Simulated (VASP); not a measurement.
Computed with PBEsol GGA, VASP's PBE PAW potentials (set 64) (plane waves; VASP 6.6.1).

A VASP calculation is set up with these files.

**INCAR**
```
# general
SYSTEM =WSb
PREC   =Accurate
ENCUT  =400
LREAL  =.False.
LASPH  =.True.   # aspherical one-centre terms

# electronic loop
EDIFF  =1E-6   # SCF stop (eV)
NELM   =100   # most electronic steps
ALGO   =Normal   # blocked Davidson
LMAXMIX=6   # l cut-off of mixed one-centre charges

# smearing
ISMEAR =1   # Methfessel-Paxton
SIGMA  =0.1   # width (eV)

# functional
GGA    =PS

# ions
IBRION =2   # conjugate gradients
NSW    =60   # most ionic steps
ISIF   =3   # ions, shape and volume
EDIFFG =-0.01

# output
LWAVE  =.False.
LCHARG =.False.
```

### POSCAR
```
WSb
1
    0.0000000000     2.7409236114     2.7409236114
    2.7409236114    -0.0000000000     2.7409236114
    2.7409236114     2.7409236114     0.0000000000
W Sb
1 1
Direct
  0.0000000000   0.0000000000   0.0000000000
  0.5000000000   0.5000000000   0.5000000000
```

File KPOINTS:
```
Automatic mesh
0
Gamma
10 10 10
0 0 0
```

POTCAR, in this order: W_sv Sb (PBE.64 set). Program: vasp_std.

Output

**OUTCAR**
```
 ion  position               nearest neighbor table
   1  0.000  0.000  0.000-   2 2.74   2 2.74   2 2.74   2 2.74   2 2.74   2 2.74
   2  0.500  0.500  0.500-   1 2.74   1 2.74   1 2.74   1 2.74   1 2.74   1 2.74
  LATTYP: Found a face centered cubic cell.
 ALAT       =     5.4818472228
 Subroutine PRICEL returns:
 Original cell was already a primitive cell.
 Subroutine GETGRP returns: Found 48 space group operations
The static configuration has the point symmetry O_h .
The dynamic configuration has the point symmetry O_h .
 Subroutine INISYM returns: Found 48 space group operations
 Subroutine IBZKPT returns following result:
 Found     47 irreducible k-points:

 Following reciprocal coordinates:
            Coordinates               Weight
  0.000000  0.000000  0.000000      1.000000
  0.100000  0.000000  0.000000      8.000000
  0.200000  0.000000  0.000000      8.000000
  0.300000  0.000000  0.000000      8.000000
  0.400000  0.000000  0.000000      8.000000
  0.500000  0.000000  0.000000      4.000000
  0.100000  0.100000  0.000000      6.000000
  0.200000  0.100000  0.000000     24.000000
  0.300000  0.100000  0.000000     24.000000
...
```

OSZICAR:
```
       N       E                     dE             d eps       ncg     rms          rms(c)
DAV:   1     0.108396953844E+03    0.10840E+03   -0.81183E+03  1222   0.116E+03
DAV:   2    -0.126109742553E+02   -0.12101E+03   -0.11918E+03  1492   0.317E+02
DAV:   3    -0.161932223941E+02   -0.35822E+01   -0.35271E+01  1442   0.546E+01
DAV:   4    -0.162435843992E+02   -0.50362E-01   -0.49893E-01  1414   0.732E+00
DAV:   5    -0.162447764473E+02   -0.11920E-02   -0.11897E-02  1621   0.110E+00    0.150E+01
DAV:   6    -0.157120377238E+02    0.53274E+00   -0.24946E+00  1332   0.128E+01    0.487E+00
DAV:   7    -0.156900165746E+02    0.22021E-01   -0.60048E-02  1357   0.205E+00    0.303E+00
DAV:   8    -0.156810098343E+02    0.90067E-02   -0.15158E-02  1407   0.783E-01    0.196E-01
DAV:   9    -0.156808791913E+02    0.13064E-03   -0.44412E-04  1332   0.140E-01    0.565E-02
DAV:  10    -0.156808620908E+02    0.17100E-04   -0.46236E-05  1397   0.760E-02    0.303E-02
DAV:  11    -0.156808599264E+02    0.21644E-05   -0.16659E-06   949   0.131E-02    0.432E-03
DAV:  12    -0.156808591053E+02    0.82108E-06   -0.40416E-07   621   0.780E-03
   1 F= -.15680859E+02 E0= -.15681775E+02  d E =-.156809E+02
```

File OUTCAR:
```
------------------------ aborting loop because EDIFF is reached ----------------------------------------
  FORCE on cell =-STRESS in cart. coord.  units (eV):
  Direction    XX          YY          ZZ          XY          YZ          ZX
  --------------------------------------------------------------------------------------
  Total       -0.0172014     -0.0172014     -0.0172014      0.0000000      0.0000000      0.0000000
  in kB       -0.6691979     -0.6691979     -0.6691979      0.0000000      0.0000000      0.0000000
  external PRESSURE =      -0.6691979 kB  Pullay stress =       0.0000000 kB
  volume of cell :       41.18
      direct lattice vectors                 reciprocal lattice vectors
     0.000000000  2.740923611  2.740923611    -0.182420261  0.182420261  0.182420261
     2.740923611  0.000000000  2.740923611     0.182420261 -0.182420261  0.182420261
     2.740923611  2.740923611  0.000000000     0.182420261  0.182420261 -0.182420261
 POSITION                                       TOTAL-FORCE (eV/Angst)
 -----------------------------------------------------------------------------------
      0.00000      0.00000      0.00000         0.000000      0.000000      0.000000
      2.74092      2.74092      2.74092        -0.000000     -0.000000     -0.000000
 -----------------------------------------------------------------------------------
    total drift:                               -0.000000      0.000000      0.000000
  FREE ENERGIE OF THE ION-ELECTRON SYSTEM (eV)
  ---------------------------------------------------
  free  energy   TOTEN  =       -15.6808591053 eV

  energy  without entropy=      -15.6836063950  energy(sigma->0) =      -15.68177487

 reached required accuracy - stopping structural energy minimisation
```
(Selected blocks of OUTCAR.)

The structure was generated: WSb was put into the rock salt type (Fm-3m), which need not be its known phase. It was relaxed first, which changed the volume by -40 %. The start is the result of an earlier pass. The electron count is odd and the run is not spin-polarised, which forces a metal.
